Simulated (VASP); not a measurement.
**LaCoPO: how cutoff and mesh change the relaxed cell**

Aim: test the relaxed volume of LaCoPO against cutoff and mesh. The starting structure is a computed structure from the Materials Project. The first relaxation on each setting starts from this cell expanded by 3 % in volume.

Main program and level: VASP 6.6.1; Kohn-Sham DFT with plane waves and PAW; PBEsol.

### 1. The starting structure

Symmetry: P4/nmm, No. 129, tetragonal system. The conventional cell has a = 3.991 Å, b = 3.991 Å, c = 8.265 Å, α = 90.00°, β = 90.00°, γ = 90.00°. La has 4 O at 2.36 Å nearest. Nearest to Co lie 4 P at 2.22 Å. Nearest to P lie 4 Co at 2.22 Å. O has 4 La at 2.36 Å nearest. Farther neighbours and most contacts between anions are not listed.

### 2. Reference relaxation

This run starts from the cell of an earlier relaxation, which isn't shown; the restart sets up the plane waves anew.

INCAR reads:

```
SYSTEM = LaCoPO
PREC = Accurate
ENCUT = 520
EDIFF = 1E-06
NELM = 150
ISMEAR = 0
SIGMA = 0.05
LREAL = .FALSE.
ALGO = Normal
GGA = PS
NBANDS = 46
ISPIN = 2
MAGMOM = 0 0 2 2 0 0 0 0
LASPH = .TRUE.
LMAXMIX = 6
AMIX = 0.2
BMIX = 1E-04
AMIX_MAG = 0.8
BMIX_MAG = 1E-04
LORBIT = 11
LWAVE = .FALSE.
LCHARG = .FALSE.
KPAR = 8
IBRION = 2
NSW = 50
ISIF = 3
EDIFFG = -0.006
```

POSCAR reads:

```
LaCoPO
1.0
    3.8824439119      0.0000000000      0.0000000000
    0.0000000000      3.8824439119      0.0000000000
    0.0000000000      0.0000000000      8.3690241947
La Co P O
2 2 2 2
Direct
    0.5000000000      0.0000000000      0.1529839483
    0.0000000000      0.5000000000      0.8470160517
    0.0000000000      0.0000000000      0.5000000000
    0.5000000000      0.5000000000      0.5000000000
    0.0000000000      0.5000000000      0.3724851320
    0.5000000000      0.0000000000      0.6275148680
    0.5000000000      0.5000000000      0.0000000000
    0.0000000000      0.0000000000      0.0000000000
```

KPOINTS reads:

```
Automatic mesh
0
Gamma
8 8 4
0 0 0
```

Potentials, in the order of the species: La, Co, P and O (PBE family, release 64).

Started as:

```bash
$ mpirun -np 8 vasp_std
```

Log:

```text
[banner, memory and clock lines left out]
running    8 mpi-ranks, on    1 nodes
 distrk:  each k-point on    1 cores,    8 groups
 distr:  one band on    1 cores,    1 groups

 POSCAR found type information on POSCAR LaCoP O
 POSCAR found :  4 types and       8 ions
|                                                                             |
|           W    W    AA    RRRRR   N    N  II  N    N   GGGG   !!!           |
|           W    W   A  A   R    R  NN   N  II  NN   N  G    G  !!!           |
|           W    W  A    A  R    R  N N  N  II  N N  N  G       !!!           |
|           W WW W  AAAAAA  RRRRR   N  N N  II  N  N N  G  GGG   !            |
|           WW  WW  A    A  R   R   N   NN  II  N   NN  G    G                |
|           W    W  A    A  R    R  N    N  II  N    N   GGGG   !!!           |
|                                                                             |
|     For optimal performance we recommend to set                             |
|       NCORE = 2 up to number-of-cores-per-socket                            |
|     NCORE specifies how many cores store one orbital (NPAR=cpu/NCORE).      |
|     This setting can greatly improve the performance of VASP for DFT.       |
|     The default, NCORE=1 might be grossly inefficient on modern             |
|     multi-core architectures or massively parallel machines. Do your        |
|     Unfortunately you need to use the default for GW and RPA                |
|     calculations (for HF NCORE is supported but not extensively tested      |
|     yet).                                                                   |
|                                                                             |

|                                                                             |
|               ----> ADVICE to this user running VASP <----                  |
|                                                                             |
|     You enforced a specific xc type in the INCAR file but a different       |
|     [... a line on the potential file left out ...]
|     I HOPE YOU KNOW WHAT YOU ARE DOING!                                     |
|                                                                             |

 LDA part: xc-table for (Slater+PW92), standard interpolation
 POSCAR, INCAR and KPOINTS ok, starting setup
 FFT: planning ... GRIDC
 FFT: planning ... GRID_SOFT
 FFT: planning ... GRID
 WAVECAR not read
 entering main loop
       N       E                     dE             d eps       ncg     rms          rms(c)
DAV:   1     0.643192066571E+03    0.64319E+03   -0.22956E+04  8484   0.198E+03
DAV:   2     0.107170229057E+03   -0.53602E+03   -0.47698E+03  9080   0.370E+02
DAV:   3    -0.511246707165E+02   -0.15829E+03   -0.14672E+03 11306   0.193E+02
DAV:   4    -0.738479648877E+02   -0.22723E+02   -0.21448E+02 14598   0.794E+01
DAV:   5    -0.755883147303E+02   -0.17403E+01   -0.17088E+01 14982   0.227E+01    0.342E+01
DAV:   6    -0.929667466598E+02   -0.17378E+02   -0.34786E+02 14492   0.132E+02    0.639E+01
DAV:   7    -0.668966535607E+02    0.26070E+02   -0.13307E+02 14030   0.991E+01    0.186E+01
DAV:   8    -0.648162112604E+02    0.20804E+01   -0.30486E+01 14896   0.367E+01    0.925E+00
DAV:   9    -0.645577195646E+02    0.25849E+00   -0.93087E+00 15120   0.157E+01    0.616E+00
DAV:  10    -0.644750194782E+02    0.82700E-01   -0.95213E-01 15758   0.692E+00    0.391E+00
DAV:  11    -0.644115717308E+02    0.63448E-01   -0.46640E-01 15592   0.495E+00    0.173E+00
DAV:  12    -0.643977294362E+02    0.13842E-01   -0.89271E-02 14576   0.189E+00    0.508E-01
DAV:  13    -0.643984953293E+02   -0.76589E-03   -0.13511E-02 14848   0.771E-01    0.252E-01
DAV:  14    -0.643982825496E+02    0.21278E-03   -0.46443E-03 16160   0.436E-01    0.153E-01
DAV:  15    -0.643981759649E+02    0.10658E-03   -0.11140E-03 15304   0.231E-01    0.903E-02
DAV:  16    -0.643982612312E+02   -0.85266E-04   -0.33070E-04 15656   0.107E-01    0.486E-02
DAV:  17    -0.643982739238E+02   -0.12693E-04   -0.13195E-04 16152   0.626E-02    0.250E-02
DAV:  18    -0.643982878739E+02   -0.13950E-04   -0.50303E-05 16312   0.368E-02    0.166E-02
DAV:  19    -0.643982952347E+02   -0.73608E-05   -0.20337E-05 15704   0.200E-02    0.116E-02
DAV:  20    -0.643983009452E+02   -0.57105E-05   -0.21484E-05 13600   0.201E-02    0.630E-03
DAV:  21    -0.643983016739E+02   -0.72869E-06   -0.46363E-06 11800   0.130E-02
   1 F= -.64398302E+02 E0= -.64396005E+02  d E =-.643983E+02  mag=     0.7760
[... from here on, the cycles between the ionic steps are left out ...]
   2 F= -.64398491E+02 E0= -.64396059E+02  d E =-.188913E-03  mag=     0.7974
   3 F= -.64398561E+02 E0= -.64396174E+02  d E =-.259238E-03  mag=     0.7900
   4 F= -.64398559E+02 E0= -.64396180E+02  d E =-.257390E-03  mag=     0.7886
   5 F= -.64398562E+02 E0= -.64396178E+02  d E =-.260318E-03  mag=     0.7894
   6 F= -.64398563E+02 E0= -.64396178E+02  d E =-.260875E-03  mag=     0.7895
   7 F= -.64398799E+02 E0= -.64396285E+02  d E =-.235982E-03  mag=     0.8128
   8 F= -.64398849E+02 E0= -.64396265E+02  d E =-.286374E-03  mag=     0.8281
   9 F= -.64398851E+02 E0= -.64396252E+02  d E =-.288338E-03  mag=     0.8322
  10 F= -.64398867E+02 E0= -.64396270E+02  d E =-.163396E-04  mag=     0.8318
  11 F= -.64398875E+02 E0= -.64396278E+02  d E =-.240760E-04  mag=     0.8319
  12 F= -.64398875E+02 E0= -.64396278E+02  d E =-.237797E-04  mag=     0.8319
 curvature:  -0.32 expect dE=-0.598E-05 dE for cont linesearch -0.335E-07
 trial: gam= 0.34415 g(F)=  0.890E-05 g(S)=  0.977E-05 ort =-0.254E-05 (trialstep = 0.983E+00)
 search vector abs. value=  0.243E-04
 bond charge predicted
       N       E                     dE             d eps       ncg     rms          rms(c)
DAV:   1    -0.643988843804E+02   -0.92188E-05   -0.13754E-03 11954   0.214E-01    0.402E-02
DAV:   2    -0.643988910424E+02   -0.66619E-05   -0.27428E-04 14024   0.175E-01    0.253E-02
DAV:   3    -0.643988828491E+02    0.81932E-05   -0.47343E-05 14522   0.883E-02    0.137E-02
DAV:   4    -0.643988818866E+02    0.96253E-06   -0.81561E-06 12138   0.199E-02
  13 F= -.64398882E+02 E0= -.64396274E+02  d E =-.721983E-05  mag=     0.8354
 trial-energy change:   -0.000007  1 .order   -0.000009   -0.000017   -0.000000
 step:   0.9865(harm=  0.9865)  dis= 0.00057  next Energy=   -64.398883 (dE=-0.878E-05)
 reached required accuracy - stopping structural energy minimisation
```

Elapsed: 5.8 min, on 8 MPI ranks of AMD EPYC 9R45, shared host; peak memory 4.7 GiB; 38 min of CPU time.

The logs omit lines about the potential files and the build; timing stands in the text.

OUTCAR, selected parts (step 2):

```text
ion  position               nearest neighbor table
   1  0.500  0.000  0.153-   7 2.33   8 2.33   7 2.33   8 2.33   5 3.30   5 3.30   5 3.30   5 3.30

  LATTYP: Found a simple tetragonal cell.
 ALAT       =     3.8824439119
 C/A-ratio  =     2.1556072372

 Subroutine GETGRP returns: Found 16 space group operations
 (whereof  8 operations were pure point group operations)

The static configuration has the point symmetry D_2d.
 The point group associated with its full space group is D_4h.

 Found     45 irreducible k-points:

   k-points           NKPTS =     45   k-points in BZ     NKDIM =     45   number of bands    NBANDS=     46

   dimension x,y,z NGX =    30 NGY =   30 NGZ =   64
   dimension x,y,z NGXF=    60 NGYF=   60 NGZF=  128

   ENCUT  =  520.0 eV  38.22 Ry    6.18 a.u.   7.22  7.22 15.56*2*pi/ulx,y,z

   NELECT =      62.0000    total number of electrons

 k-points in reciprocal lattice and weights: Automatic mesh
   0.00000000  0.00000000  0.00000000       0.004
   0.12500000  0.00000000  0.00000000       0.016
   0.25000000  0.00000000  0.00000000       0.016
   0.37500000  0.00000000  0.00000000       0.016
   0.50000000  0.00000000  0.00000000       0.008
   0.12500000  0.12500000  0.00000000       0.016
   0.25000000  0.12500000  0.00000000       0.031
   0.37500000  0.12500000  0.00000000       0.031
   0.50000000  0.12500000  0.00000000       0.016
[...]
0.50000000  0.37500000  0.50000000       0.016
   0.50000000  0.50000000  0.50000000       0.004

 average (electrostatic) potential at core
       1 -93.9230       2 -93.9230       3 -79.6011       4 -79.6011       5 -79.8522
       6 -79.8522       7 -66.3332       8 -66.3332

 E-fermi :   8.7877

 spin component 1
 k-point     1 :       0.0000    0.0000    0.0000
  band No.  band energies     occupation
    ...
     27       7.3640      1.00000
     28       7.8537      1.00000
     29       7.9324      1.00000
     30       7.9344      1.00000
     31       7.9344      1.00000
     32      10.0721      0.00000
     33      10.5107      0.00000
     34      10.9360      0.00000
     35      11.0163      0.00000
     36      11.0163      0.00000
    ...

 k-point     2 :       0.1250    0.0000    0.0000
  band No.  band energies     occupation
    ...
     27       7.2772      1.00000
     28       7.5564      1.00000
     29       7.6701      1.00000
     30       7.9590      1.00000
     31       8.2761      1.00000
     32      10.0888      0.00000
     33      10.1570      0.00000
     34      10.7717      0.00000
     35      10.8693      0.00000
     36      11.4474      0.00000
    ...

 k-point     3 :       0.2500    0.0000    0.0000
  band No.  band energies     occupation
    ...
     27       7.0378      1.00000
     28       7.2144      1.00000
     29       7.3759      1.00000
     30       7.9546      1.00000
     31       8.6983      0.99426
     32       9.4813      0.00000
     33       9.9709      0.00000
     34      10.4920      0.00000
     35      11.0901      0.00000
     36      11.6231      0.00000
    ...

 k-point     4 :       0.3750    0.0000    0.0000
  band No.  band energies     occupation
    ...
     26       6.7700      1.00000
     27       6.7735      1.00000
     28       6.8294      1.00000
     29       7.3011      1.00000
     30       7.7221      1.00000
     31       9.1271      0.00000
     32       9.3464      0.00000
     33       9.7632      0.00000
     34      10.0219      0.00000
     35      11.2785      0.00000
    ...

 k-point     5 :       0.5000    0.0000    0.0000
  band No.  band energies     occupation
    ...
     26       6.4169      1.00000
     27       6.6722      1.00000
     28       6.6722      1.00000
     29       7.4295      1.00000
     30       7.4295      1.00000
     31       9.5511      0.00000
     32       9.5511      0.00000
     33       9.5597      0.00000
     34       9.5597      0.00000
     35      11.4467      0.00000
    ...

 k-point     6 :       0.1250    0.1250    0.0000
  band No.  band energies     occupation
    ...
     27       7.2117      1.00000
     28       7.4236      1.00000
     29       7.5678      1.00000
     30       7.9650      1.00000
     31       8.2355      1.00000
     32       9.9377      0.00000
     33      10.0413      0.00000
     34      10.3409      0.00000
     35      11.0480      0.00000
     36      11.7134      0.00000
    ...

  Total        0.0226729      0.0226729      0.0125234      0.0000000      0.0000000      0.0000000
  in kB        0.2876141      0.2876141      0.1588640      0.0000000      0.0000000      0.0000000
  external PRESSURE =       0.2446974 kB  Pullay stress =       0.0000000 kB

  energy-cutoff  :      520.00
  volume of cell :      126.30
      direct lattice vectors                 reciprocal lattice vectors
     3.890529312  0.000000000 -0.000000000     0.257034434  0.000000000  0.000000000
     0.000000000  3.890529312  0.000000000     0.000000000  0.257034434  0.000000000
    -0.000000000  0.000000000  8.344290068     0.000000000  0.000000000  0.119842430

 POSITION                                       TOTAL-FORCE (eV/Angst)
 -----------------------------------------------------------------------------------
      1.94526      3.89053      1.27741         0.000000      0.000000     -0.005230
     -0.00000      1.94526      7.06688        -0.000000     -0.000000      0.005230
      3.89053      3.89053      4.17215         0.000000      0.000000      0.000000
      1.94526      1.94526      4.17215         0.000000     -0.000000      0.000000
     -0.00000      1.94526      3.10927        -0.000000     -0.000000      0.001412
      1.94526      0.00000      5.23502         0.000000      0.000000     -0.001412
      1.94526      1.94526      0.00000         0.000000     -0.000000      0.000000
      3.89053      0.00000     -0.00000         0.000000      0.000000      0.000000
 -----------------------------------------------------------------------------------
    total drift:                                0.000000      0.000000      0.000000

  FREE ENERGIE OF THE ION-ELECTRON SYSTEM (eV)
  ---------------------------------------------------
  free  energy   TOTEN  =       -64.3988818866 eV

  energy  without entropy=      -64.3936661910  energy(sigma->0) =      -64.39627404

 reached required accuracy - stopping structural energy minimisation

 total charge
# of ion       s       p       d       f       tot
--------------------------------------------------
    1        2.041   5.664   0.728   0.261   8.693
    2        2.041   5.664   0.728   0.261   8.693
    3        0.457   0.549   7.489   0.000   8.495
    4        0.457   0.549   7.489   0.000   8.495
    5        1.027   1.461   0.000   0.000   2.488
    6        1.027   1.461   0.000   0.000   2.488
    7        1.569   3.468   0.000   0.000   5.037
    8        1.569   3.468   0.000   0.000   5.037
--------------------------------------------------
tot         10.188  22.283  16.433   0.523  49.427

 magnetization (x)
# of ion       s       p       d       f       tot
--------------------------------------------------
    1       -0.000   0.000  -0.002  -0.002  -0.004
    2       -0.000   0.000  -0.002  -0.002  -0.004
    3        0.009  -0.000   0.436   0.000   0.445
    4        0.009  -0.000   0.436   0.000   0.445
    5        0.000  -0.001   0.000   0.000  -0.001
    6        0.000  -0.001   0.000   0.000  -0.001
    7       -0.000  -0.001   0.000   0.000  -0.001
    8       -0.000  -0.001   0.000   0.000  -0.001
--------------------------------------------------
tot          0.016  -0.003   0.870  -0.003   0.879

[... 6 further parts left out ...]
```

CONTCAR:

```
LaCoPO
   1.00000000000000
     3.8905293117737614    0.0000000000000000   -0.0000000000000000
     0.0000000000000000    3.8905293117737614    0.0000000000000000
    -0.0000000000000000    0.0000000000000000    8.3442900681482381
  La              Co              P               O
     2     2     2     2
Direct
     0.5000000000000000    1.0000000000000000    0.1530876287790757
     0.0000000000000000    0.5000000000000000    0.8469123712209246
     1.0000000000000000    1.0000000000000000    0.5000000000000000
     0.5000000000000000    0.5000000000000000    0.5000000000000000
     0.0000000000000000    0.5000000000000000    0.3726230323353837
     0.5000000000000000    0.0000000000000000    0.6273769676646161
     0.5000000000000000    0.5000000000000000    0.0000000000000000
     1.0000000000000000    0.0000000000000000    0.0000000000000000
```

Logs of long relaxations may skip ionic steps without a mark.

The PAW data sets were made with PBE, which is usual practice but a small mismatch for other functionals. The run keeps the 16 symmetry operations of its start, so it cannot find a distortion of lower symmetry.

The reference relaxation ends at 15.788 Å³ an atom.

(Part 1 of 2 ends here.)

[Lines on the potential files, build, host, timing and source positions are cut from VASP's logs without a mark.]

[Logs are printed without paths, hosts, clocks, repeated set-up lines and the standing remarks that a program may print on its own settings, such as how far it seeks lower states.]

[Hosts, paths, dates, database ids (printed as entryN), source tags and the programs' standing remarks are cut or masked in the printed files.]
